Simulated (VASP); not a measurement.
Take C (diamond), without spin-orbit terms, in VASP with PAW potentials, and its band gap.

**Question.** One run gives 5.29 eV. Which level is it?
(A) PBEsol (own cell)
(B) HSE06 (PBE cell)
(C) PBE (own cell)
(D) Hartree-Fock (PBE cell)

**Answer.** B, HSE06 (PBE cell).  The others give 4.12 (PBE (own cell)), 12.54 (Hartree-Fock (PBE cell)), 4.03 (PBEsol (own cell)).

Only levels that ran to the end are used. Left out are those held back, those with too coarse a band path, GW runs whose mesh misses a band edge, hybrids' fits of cells that aren't cubic and levels without matching references; a question may draw on a part of the rest.

The compound is C in the diamond structure.
